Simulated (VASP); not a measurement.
# In2Te2O (P-3m1) in VASP: single point with PBE

Aim: the single point of In2Te2O with PBE.

Everything below comes from runs of VASP 6.6.1. Logs are shortened: lines on timing, memory, paths and dates and some standing lists are left out, and cuts for length are marked.

## Step 1: Starting point

It takes space group P-3m1 (No. 164, trigonal). The conventional cell has a = 4.434 Å, b = 4.434 Å, c = 10.393 Å, α = 90.00°, β = 90.00°, γ = 120.00°. Around In (site symmetry 3m) lie 1 O at 1.97 Å. Around Te (site symmetry 3m) lie 3 In at 2.87 Å. O (site symmetry -3m) is surrounded by 2 In at 1.97 Å.

The cell was built by a generator and needn't be a form met in nature.

## Step 2: Single point, PBE

Input file INCAR:

```
SYSTEM = In2Te2O
  PREC = Accurate
  ENCUT = 520
  EDIFF = 1E-7
  ISMEAR = 0
  SIGMA = 0.03
  LREAL = .False.
  LASPH = .True.
  NELM = 100
  ALGO = Normal
  ISIF = 2
  LWAVE = .False.
  LCHARG = .False.
  GGA = PE
  NBANDS = 30
  KPAR = 8
```

Input file KPOINTS:

```
regular mesh
0
Gamma
  6 6 4
  0 0 0
```

Input file POSCAR:

```
In2Te2O
1.0
    4.4337180000      0.0000000000      0.0000000000
   -2.2168590000      3.8397130000      0.0000000000
    0.0000000000      0.0000000000     10.3929400000
In Te O
2 2 1
Direct
    0.0000000000      0.0000000000      0.8101560000
    0.0000000000      0.0000000000      0.1898440000
    0.3333330000      0.6666670000      0.3149000000
    0.6666670000      0.3333330000      0.6851000000
    0.0000000000      0.0000000000      0.0000000000
```

Potentials or basis: VASP PAW PBE potentials, release 64 (In_d, Te, O).

Command:

```sh
cat potpaw_PBE.64/In_d/POTCAR potpaw_PBE.64/Te/POTCAR potpaw_PBE.64/O/POTCAR > POTCAR
mpirun -np 8 vasp_std > vasp.out
```

OUTCAR:

```text
SYSTEM = In2Te2O
   PREC = Accurate
   ENCUT = 520
   EDIFF = 1E-7
   ISMEAR = 0
   LREAL = .False.
   LASPH = .True.
   NELM = 100
   ISIF = 2
   GGA = PE

 ion  position               nearest neighbor table
   1  0.000  0.000  0.810-   5 1.97   4 2.87   4 2.87   4 2.87   2 3.95
   2  0.000  0.000  0.190-   5 1.97   3 2.87   3 2.87   3 2.87   1 3.95
   3  0.333  0.667  0.315-   2 2.87   2 2.87   2 2.87
   4  0.667  0.333  0.685-   1 2.87   1 2.87   1 2.87
   5  0.000  0.000  0.000-   1 1.97   2 1.97

  LATTYP: Found a hexagonal cell.
 ALAT       =     4.4337180000
 C/A-ratio  =     2.3440687928

  Lattice vectors:

 A1 = (   4.4337180000,   0.0000000000,   0.0000000000)
 A2 = (  -2.2168590000,   3.8397130000,   0.0000000000)
 A3 = (   0.0000000000,   0.0000000000,  10.3929400000)

Analysis of symmetry for initial positions (statically):
=====================================================================
 Subroutine PRICEL returns:
 Original cell was already a primitive cell.

 Routine SETGRP: Setting up the symmetry group for a
 hexagonal supercell.

 Subroutine GETGRP returns: Found 12 space group operations
 (whereof 12 operations were pure point group operations)
 out of a pool of 24 trial point group operations.

The static configuration has the point symmetry D_3d.

Analysis of symmetry for dynamics (positions and initial velocities):
=====================================================================
 Subroutine PRICEL returns:
 Original cell was already a primitive cell.

 Routine SETGRP: Setting up the symmetry group for a
 hexagonal supercell.

 Subroutine GETGRP returns: Found 12 space group operations
 (whereof 12 operations were pure point group operations)
 out of a pool of 24 trial point group operations.

The dynamic configuration has the point symmetry D_3d.

 Subroutine INISYM returns: Found 12 space group operations
 (whereof 12 operations are pure point group operations),
 and found     1 'primitive' translations

----------------------------------------------------------------------------------------

                                     Primitive cell

  volume of cell :     176.9315

  direct lattice vectors                    reciprocal lattice vectors
     4.433718000  0.000000000  0.000000000     0.225544340  0.130218066  0.000000000
    -2.216859000  3.839713000  0.000000000     0.000000000  0.260436132  0.000000000
     0.000000000  0.000000000 10.392940000     0.000000000  0.000000000  0.096219164

  length of vectors
     4.433718000  4.433718501 10.392940000     0.260436161  0.260436132  0.096219164

  position of ions in fractional coordinates (direct lattice)
     0.000000000  0.000000000  0.810156000
     0.000000000  0.000000000  0.189844000
     0.333333000  0.666667000  0.314900000
     0.666667000  0.333333000  0.685100000
     0.000000000  0.000000000  0.000000000

  ion indices of the primitive-cell ions
   primitive index   ion index
                 1           1
                 2           2
                 3           3
                 4           4
                 5           5

----------------------------------------------------------------------------------------

 KPOINTS: regular mesh

Automatic generation of k-mesh.
 Grid dimensions read from file:
 generate k-points for:    6    6    4

 Generating k-lattice:

  Cartesian coordinates                     Fractional coordinates (reciprocal lattice)
     0.037590723  0.021703011  0.000000000     0.166666667  0.000000000  0.000000000
     0.000000000  0.043406022  0.000000000     0.000000000  0.166666667  0.000000000
     0.000000000  0.000000000  0.024054791     0.000000000  0.000000000  0.250000000

  Length of vectors
     0.043406027  0.043406022  0.024054791

  Shift w.r.t. Gamma in fractional coordinates (k-lattice)
     0.000000000  0.000000000  0.000000000

 Subroutine IBZKPT returns following result:
 ===========================================

 Found     24 irreducible k-points:

 Following reciprocal coordinates:
            Coordinates               Weight
  0.000000  0.000000  0.000000      1.000000
  0.166667 -0.000000  0.000000      6.000000
  0.333333  0.000000  0.000000      6.000000
  0.500000  0.000000  0.000000      3.000000
  0.166667  0.166667  0.000000      6.000000
  0.333333  0.166667  0.000000     12.000000
[... 16 lines left out ...]
  0.333333  0.166667  0.500000     12.000000
  0.333333  0.333333  0.500000      2.000000
   k-points           NKPTS =     24   k-points in BZ     NKDIM =     24   number of bands    NBANDS=     30
   number of dos      NEDOS =    301   number of ions     NIONS =      5
   total plane-waves  NPLWV = 103680
   dimension x,y,z NGX =    36 NGY =   36 NGZ =   80
   dimension x,y,z NGXF=    72 NGYF=   72 NGZF=  160
   ions per type =               2   2   1
   NGX,Y,Z   is equivalent  to a cutoff of  13.50, 13.50, 12.80 a.u.
   NGXF,Y,Z  is equivalent  to a cutoff of  27.00, 27.00, 25.59 a.u.
 SYSTEM =  In2Te2O
   PREC   = accura    normal or accurate (medium, high low for compatibility)
   ISTART =      0    job   : 0-new  1-cont  2-samecut
   ICHARG =      2    charge: 1-file 2-atom 10-const
   ISPIN  =      1    spin polarized calculation?
   LNONCOLLINEAR =      F non collinear calculations
   LSORBIT =      F    spin-orbit coupling
   LASPH  =      T    aspherical Exc in radial PAW
   ENCUT  =  520.0 eV  38.22 Ry    6.18 a.u.   8.24  8.24 19.32*2*pi/ulx,y,z
   NELM   =    100;   NELMIN=  2; NELMDL= -5     # of ELM steps
   EDIFF  = 0.1E-06   stopping-criterion for ELM
   LREAL  =      F    real-space projection
   EDIFFG = 0.1E-05   stopping-criterion for IOM
   NSW    =      0    number of steps for IOM
   IBRION =     -1    ionic relax: 0-MD 1-quasi-New 2-CG
   NFREE  =      0    steps in history (QN), initial steepest desc. (CG)
   ISIF   =      2    stress and relaxation
   ISYM   =      2    0-nonsym 1-usesym 2-fastsym
   POTIM  = 0.5000    time-step for ionic-motion
   TEBEG  =    0.0;   TEEND  =   0.0 temperature during run
   PSTRESS=    0.0 pullay stress
   NELECT =      44.0000    total number of electrons
   NUPDOWN=      -1.0000    fix difference up-down
   EMIN   =  10.00;   EMAX   =-10.00  energy-range for DOS
   EFERMI =   0.00;   METHOD = LEGACY
   ISMEAR =     0;   SIGMA  =   0.03  broadening in eV -4-tet -1-fermi 0-gaus
   EFERMI_NEDOS =   21; number of points for ismear=-14 and -15
   IALGO  =     38    algorithm
   IMIX   =      4    mixing-type and parameters
     AMIX     =   0.40;   BMIX     =  1.00
     AMIX_MAG =   1.60;   BMIX_MAG =  1.00
  volume/ion in A,a.u.               =      35.39       238.80
  Fermi-wavevector in a.u.,A,eV,Ry     =   1.029494  1.945462 14.420252  1.059859
  Thomas-Fermi vector in A             =   2.163545
   LORBIT       =      0    0 simple, 1 ext, 2 COOP (PROOUT), +10 PAW based schemes
   GGA     = PE    functional components
   LHFCALC =     F    Hartree Fock is set to
   AEXX    =    0.0000 exact exchange contribution
   IVDW    =     0    specifies the selected vdW correction
   LEPSILON=     F    determine dielectric tensor
   LRPA    =     F    only Hartree local field effects (RPA)
 non-spin polarized calculation
 Gauss-broadening in eV      SIGMA  =   0.03
  energy-cutoff  :      520.00
  volume of cell :      176.93
 maximum number of plane-waves:      4790
 NGX is ok and might be reduce to    36
   NGX = 17   NGY = 17   NGZ = 39

 number of electron      44.0000011 magnetization

 Free energy of the ion-electron system (eV)
  ---------------------------------------------------
  ext. energy  EPLUGINS =         0.00000000
  ---------------------------------------------------
  free energy    TOTEN  =       -19.22541837 eV

  energy without entropy =      -19.22541837  energy(sigma->0) =      -19.22541837

 E-fermi :   2.3671     XC(G=0):  -7.8014

 val. band max:        2.1707566439   @ k =   0.0000   0.0000   0.0000
 cond. band min:       3.2132166864   @ k =   0.0000   0.0000   0.0000
 fundamental gap:      1.0424600425
 Fermi energy:         2.3670854886

 k-point     1 :       0.0000    0.0000    0.0000
  band No.  band energies     occupation
      1     -14.7595      2.00000
      2     -11.6492      2.00000
      3     -11.5080      2.00000
      4     -11.5080      2.00000
      5     -11.5076      2.00000
      6     -11.5076      2.00000
[... 22 lines left out ...]
     29       7.3140      0.00000
     30       8.6943      0.00000

 k-point     2 :       0.1667   -0.0000    0.0000
  band No.  band energies     occupation
      1     -14.7565      2.00000
      2     -11.6449      2.00000
      3     -11.5266      2.00000
      4     -11.5228      2.00000
      5     -11.4998      2.00000
      6     -11.4990      2.00000
[... 22 lines left out ...]
     29       7.8231      0.00000
     30       8.6452      0.00000

 k-point     3 :       0.3333    0.0000    0.0000
  band No.  band energies     occupation
      1     -14.7505      2.00000
      2     -11.6365      2.00000
      3     -11.5634      2.00000
      4     -11.5563      2.00000
      5     -11.4834      2.00000
      6     -11.4819      2.00000
[... 22 lines left out ...]
     29       8.3912      0.00000
     30       9.0665      0.00000

 k-point     4 :       0.5000    0.0000    0.0000
  band No.  band energies     occupation
      1     -14.7475      2.00000
      2     -11.6325      2.00000
      3     -11.5785      2.00000
      4     -11.5764      2.00000
      5     -11.4752      2.00000
      6     -11.4732      2.00000
[... 616 lines left out ...]
     29       8.4047      0.00000
     30       8.6558      0.00000

 k-point    23 :       0.3333    0.1667    0.5000
  band No.  band energies     occupation
      1     -14.7475      2.00000
      2     -11.6297      2.00000
      3     -11.5773      2.00000
      4     -11.5728      2.00000
      5     -11.4797      2.00000
      6     -11.4783      2.00000
[... 22 lines left out ...]
     29       8.7307      0.00000
     30       9.0154      0.00000

 k-point    24 :       0.3333    0.3333    0.5000
  band No.  band energies     occupation
      1     -14.7459      2.00000
      2     -11.6231      2.00000
      3     -11.5820      2.00000
      4     -11.5820      2.00000
      5     -11.4799      2.00000
      6     -11.4799      2.00000
[... 22 lines left out ...]
     29       8.5868      0.00000
     30       8.8077      0.00000

------------------------ aborting loop because EDIFF is reached ----------------------------------------

  FORCE on cell =-STRESS in cart. coord.  units (eV):
  Direction    XX          YY          ZZ          XY          YZ          ZX
  --------------------------------------------------------------------------------------
  -------------------------------------------------------------------------------------
  Total        0.0252034      0.0252034      0.0294260      0.0000000      0.0000000      0.0000000
  in kB        0.2282253      0.2282254      0.2664626      0.0000000      0.0000000      0.0000000
  external PRESSURE =       0.2409711 kB  Pullay stress =       0.0000000 kB

 VOLUME and BASIS-vectors are now :
 -----------------------------------------------------------------------------
  energy-cutoff  :      520.00
  volume of cell :      176.93
      direct lattice vectors                 reciprocal lattice vectors
     4.433718000  0.000000000  0.000000000     0.225544340  0.130218066  0.000000000
    -2.216859000  3.839713000  0.000000000     0.000000000  0.260436132  0.000000000
     0.000000000  0.000000000 10.392940000     0.000000000  0.000000000  0.096219164

 POSITION                                       TOTAL-FORCE (eV/Angst)
 -----------------------------------------------------------------------------------
      0.00000      0.00000      8.41990         0.000000     -0.000000     -0.002922
      0.00000      0.00000      1.97304         0.000000      0.000000      0.002922
     -0.00000      2.55981      3.27274        -0.000000     -0.000000     -0.002935
      2.21686      1.27990      7.12020         0.000000      0.000000      0.002935
      0.00000      0.00000      0.00000        -0.000000      0.000000      0.000000
 -----------------------------------------------------------------------------------
    total drift:                                0.000000     -0.000000      0.000000

  FREE ENERGIE OF THE ION-ELECTRON SYSTEM (eV)
  ---------------------------------------------------
  free  energy   TOTEN  =       -19.2254183674 eV

  energy  without entropy=      -19.2254183674  energy(sigma->0) =      -19.22541837
```

Run time: 20 s. Hardware: 8 MPI ranks of AMD EPYC 9R45 (Zen 5), shared host; peak memory 0.38 GiB.

Results:

| Quantity | Value |
| --- | --- |
| Free energy | -19.2254 eV |
| Pressure | 0.0 GPa |
| Band gap on the k mesh | 1.04 eV, direct |

Forces in eV/Å, atoms in the order of the input:
```
In   0.000  0.000 -0.003
In   0.000  0.000  0.003
Te   0.000  0.000 -0.003
Te   0.000  0.000  0.003
O    0.000  0.000  0.000
```

Levels at points of the mesh, in eV from the valence-band top:
```
           k point  band 19  band 20  band 21  band 22  band 23  band 24  band 25  band 26
(0.00, 0.00, 0.00)    -0.33    -0.33     0.00     0.00     1.04     2.00     4.02     4.66
(0.50, 0.00, 0.00)    -1.20    -1.17    -0.44    -0.39     1.95     2.36     3.27     4.72
(0.00, 0.00, 0.50)    -0.27    -0.27    -0.06    -0.06     1.54     1.82     4.22     4.75
(0.50, 0.00, 0.50)    -1.30    -1.29    -0.32    -0.32     1.58     2.62     3.75     3.90
```

Caveat: spin-orbit coupling is left out, which moves the levels of the heavy elements; this functional lacks dispersion, which binds the layers, so the pressure and a relaxed spacing across them are unreliable.
